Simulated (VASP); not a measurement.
Computed with PBE GGA, VASP's PBE PAW potentials (set 64) (plane waves; VASP).

Input for VASP

**INCAR**
```
SYSTEM = Sc
PREC = Accurate; ENCUT = 300; LREAL = .FALSE.
LASPH = .TRUE.
EDIFF = 1E-6; NELM = 100; ALGO = Normal
LMAXMIX = 4
ISMEAR = -1; SIGMA = 0.1
GGA = PE
ISIF = 2
LWAVE = .FALSE.; LCHARG = .FALSE.
```

**KPOINTS**
```
kpoints
0
gamma
 11 11 6
```

### POSCAR
```
Sc
1
    1.6550000000    -2.8665440000     0.0000000000
    1.6550000000     2.8665440000     0.0000000000
    0.0000000000     0.0000000000     5.2700000000
Sc
2
Direct
  0.3333330000   0.6666670000   0.2500000000
  0.6666670000   0.3333330000   0.7500000000
```

POTCAR, in this order: Sc_sv (PBE.64 set). Program: vasp_std.

Output

**OSZICAR**
```
       N       E                     dE             d eps       ncg     rms          rms(c)
DAV:   1     0.276560590967E+03    0.27656E+03   -0.91584E+03  2016   0.104E+03
DAV:   2    -0.123644637151E+01   -0.27780E+03   -0.27450E+03  2569   0.638E+02
DAV:   3    -0.137705997362E+02   -0.12534E+02   -0.11947E+02  3138   0.130E+02
DAV:   4    -0.139731696341E+02   -0.20257E+00   -0.20158E+00  2878   0.159E+01
DAV:   5    -0.139782269724E+02   -0.50573E-02   -0.50548E-02  3201   0.215E+00    0.740E+00
DAV:   6    -0.127317382053E+02    0.12465E+01   -0.29260E+00  2417   0.218E+01    0.222E+00
DAV:   7    -0.125716609845E+02    0.16008E+00   -0.71281E-01  2501   0.965E+00    0.894E-01
DAV:   8    -0.125609463180E+02    0.10715E-01   -0.32985E-02  2620   0.266E+00    0.258E-01
DAV:   9    -0.125591303567E+02    0.18160E-02   -0.98973E-03  2525   0.118E+00    0.218E-02
DAV:  10    -0.125591477918E+02   -0.17435E-04   -0.12182E-04  3187   0.165E-01    0.860E-03
DAV:  11    -0.125591427704E+02    0.50214E-05   -0.31217E-06  2059   0.231E-02    0.225E-03
DAV:  12    -0.125591449086E+02   -0.21382E-05   -0.58636E-07  1541   0.124E-02    0.106E-03
DAV:  13    -0.125591446840E+02    0.22456E-06   -0.11455E-07  1233   0.631E-03
   1 F= -.12559145E+02 E0= -.12494401E+02  d E =-.129488E+00
```

File OUTCAR:
```
------------------------ aborting loop because EDIFF is reached ----------------------------------------
  FORCE on cell =-STRESS in cart. coord.  units (eV):
  Direction    XX          YY          ZZ          XY          YZ          ZX
  --------------------------------------------------------------------------------------
  Total       -0.1720097     -0.1720097     -0.5695310      0.0000000     -0.0000000     -0.0000000
  in kB       -5.5114553     -5.5114549    -18.2486510      0.0000000     -0.0000000     -0.0000000
  external PRESSURE =      -9.7571871 kB  Pullay stress =       0.0000000 kB
  volume of cell :       50.00
      direct lattice vectors                 reciprocal lattice vectors
     1.655000000 -2.866544000  0.000000000     0.302114804 -0.174426068  0.000000000
     1.655000000  2.866544000  0.000000000     0.302114804  0.174426068  0.000000000
     0.000000000  0.000000000  5.270000000     0.000000000  0.000000000  0.189753321
 POSITION                                       TOTAL-FORCE (eV/Angst)
 -----------------------------------------------------------------------------------
      1.65500      0.95552      1.31750        -0.000000      0.000000      0.000000
      1.65500     -0.95552      3.95250         0.000000     -0.000000      0.000000
 -----------------------------------------------------------------------------------
    total drift:                                0.000000      0.000696     -0.000014
  FREE ENERGIE OF THE ION-ELECTRON SYSTEM (eV)
  ---------------------------------------------------
  free  energy   TOTEN  =       -12.5591446840 eV

  energy  without entropy=      -12.4296568432  energy(sigma->0) =      -12.49440076
```
(Selected blocks of OUTCAR.)

OUTCAR:
```
 val. band max:        3.6043384426   @ k =   0.1818   0.1818   0.3333

 cond. band min:       3.6120665973   @ k =   0.1818   0.0000   0.1667


 Fermi energy:         3.6066006591

 k-point     1 :       0.0000    0.0000    0.0000
  band No.  band energies     occupation
      1     -45.8348      2.00000
      2     -45.7735      2.00000
      3     -24.6574      2.00000
      4     -24.3304      2.00000
      5     -24.3304      2.00000
      6     -24.2744      2.00000
      7     -24.2744      2.00000
      8     -24.2632      2.00000
      9      -1.5045      2.00000
     10       1.9483      2.00000
     11       4.0258      0.02979
     12       5.2006      0.00000
     13       5.2006      0.00000
     14       5.3147      0.00000
     15       5.6093      0.00000

 k-point     2 :       0.0909    0.0000    0.0000
  band No.  band energies     occupation
      1     -45.8311      2.00000
      2     -45.7720      2.00000
      3     -24.6476      2.00000
      4     -24.3512      2.00000
      5     -24.3374      2.00000
      6     -24.2960      2.00000
      7     -24.2772      2.00000
      8     -24.2677      2.00000
      9      -1.3246      2.00000
     10       2.1014      2.00000
     11       3.8906      0.11045
     12       4.8944      0.00001
     13       5.3303      0.00000
     14       5.4736      0.00000
     15       5.5563      0.00000

 k-point     3 :       0.1818    0.0000    0.0000
  band No.  band energies     occupation
      1     -45.8209      2.00000
      2     -45.7682      2.00000
      3     -24.6189      2.00000
      4     -24.4074      2.00000
      5     -24.3552      2.00000
      6     -24.3524      2.00000
      7     -24.2853      2.00000
      8     -24.2805      2.00000
      9      -0.8054      2.00000
     10       2.5007      1.99997
     11       3.5910      1.07783
     12       4.4263      0.00055
     13       5.2100      0.00000
     14       5.5350      0.00000
     15       5.6199      0.00000
...
```

At this cut-off the stress carries a Pulay error, which pulls relaxed volumes low.

The structure is a typed Sc crystal (P6_3/mmc). The cell was not relaxed at this level.
